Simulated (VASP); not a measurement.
VASP input:

### KPOINTS
```
Automatic mesh
0
Gamma
14 14 8
0 0 0
```

INCAR:
```
EDIFFG  =  -0.01   # ionic stop
ENCUT  =  400
IBRION  =  2
PREC  =  Accurate
GGA  =  PE
LCHARG  =  .FALSE.
LWAVE  =  .FALSE.
SIGMA  =  0.1   # width (eV)
EDIFF  =  1E-6   # SCF stop (eV)
LMAXMIX  =  6
SYSTEM  =  Os
LREAL  =  .FALSE.   # projection in real space or not
ISMEAR  =  1
NELM  =  100   # most electronic steps
NSW  =  60   # most ionic steps
ISIF  =  3   # ions, shape and volume
ALGO  =  Normal
LASPH  =  .TRUE.   # aspherical one-centre terms
```

POSCAR:
```
Os
1
    1.3650000000    -2.3642490000     0.0000000000
    1.3650000000     2.3642490000     0.0000000000
    0.0000000000     0.0000000000     4.3200000000
Os
2
Direct
  0.3333330000   0.6666670000   0.2500000000
  0.6666670000   0.3333330000   0.7500000000
```

POTCAR, in this order: Os (PBE.64 set). Program: vasp_std.

Write an equivalent input for Quantum ESPRESSO's pw.x.

One equivalent input (not run):
```
&CONTROL
  calculation = 'vc-relax'
  pseudo_dir = './pseudo'
  outdir = './out'
  tprnfor = .true.
  tstress = .true.
  nstep = 60
  forc_conv_thr = 0.00039
/
&SYSTEM
  ibrav = 0
  nat = 2
  ntyp = 1
  ecutwfc = 74
  occupations = 'smearing'
  smearing = 'methfessel-paxton'
  degauss = 0.00735
  input_dft = 'pbe'
/
&ELECTRONS
  conv_thr = 7.3e-08
  electron_maxstep = 100
/
&IONS
/
&CELL
/
ATOMIC_SPECIES
  Os 190.230 Os.upf
CELL_PARAMETERS angstrom
     1.3650000   -2.3642490    0.0000000
     1.3650000    2.3642490    0.0000000
     0.0000000    0.0000000    4.3200000
ATOMIC_POSITIONS crystal
  Os   0.3333330  0.6666670  0.2500000
  Os   0.6666670  0.3333330  0.7500000
K_POINTS automatic
  14 14 8 0 0 0
```
What does not carry over: the potentials are each code's own (VASP's PAW set, PseudoDojo norm-conserving files in pw.x), so ENCUT and ecutwfc are chosen apart and not converted; conv_thr bounds pw.x's estimated SCF error, while EDIFF bounds the energy change between steps; forc_conv_thr acts on force components and is met together with etot_conv_thr.

The compound is Os in the hcp structure. This run relaxes it. Symmetry was kept, so distortions that lower it aren't found.
